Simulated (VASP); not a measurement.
Method: SCAN meta-GGA, VASP's PBE PAW potentials (set 64) (plane waves; VASP 6.6.1).

The input files of a VASP run:

### KPOINTS
```
Automatic mesh
0
Gamma
8 8 8
0 0 0
```

INCAR:
```
ALGO = Normal
EDIFF = 1E-7
ENCUT = 520
ISIF = 2
ISMEAR = 0
LASPH = .TRUE.
LCHARG = .FALSE.
LMAXMIX = 4
LMIXTAU = .TRUE.
LREAL = .FALSE.
LWAVE = .FALSE.
METAGGA = SCAN
NELM = 100
PREC = Accurate
SIGMA = 0.05
SYSTEM = GaAs
```

### POSCAR
```
GaAs
1
    0.0000000000     2.8037547376     2.8037547376
    2.8037547376     0.0000000000     2.8037547376
    2.8037547376     2.8037547376     0.0000000000
Ga As
1 1
Direct
  0.0000000000   0.0000000000   0.0000000000
  0.2500000000   0.2500000000   0.2500000000
```

POTCAR, in this order: Ga_d As (PBE.64 set). Program: vasp_std.

### Question
What does the run give for the energy per atom (σ→0), pressure, band gap (on the k-mesh)?

### Answer

| Item | Value |
|---|---|
| energy per atom (σ→0) | -18.643 eV/atom |
| band gap (on the k-mesh) | 0.91 eV |
| pressure | 2.42 GPa |

File OSZICAR:
```
...
DAV:  22    -0.372857107405E+02    0.11974E-04   -0.16743E-06   769   0.179E-02    0.952E-04
DAV:  23    -0.372857108615E+02   -0.12099E-06   -0.88461E-08   692   0.380E-03    0.790E-04
DAV:  24    -0.372857100459E+02    0.81557E-06   -0.17030E-08   412   0.175E-03    0.633E-04
DAV:  25    -0.372857069651E+02    0.30808E-05   -0.11553E-07   538   0.474E-03    0.139E-04
DAV:  26    -0.372857063131E+02    0.65200E-06   -0.25921E-08   392   0.211E-03    0.899E-05
DAV:  27    -0.372857065330E+02   -0.21988E-06   -0.28018E-09   377   0.727E-04    0.898E-05
DAV:  28    -0.372857064345E+02    0.98500E-07   -0.13660E-09   377   0.546E-04
   1 F= -.37285706E+02 E0= -.37285706E+02  d E =-.319624E-17
```

The compound is GaAs in the zinc blende structure. This cell is one point of a volume scan, at 0.97 of the reference volume.
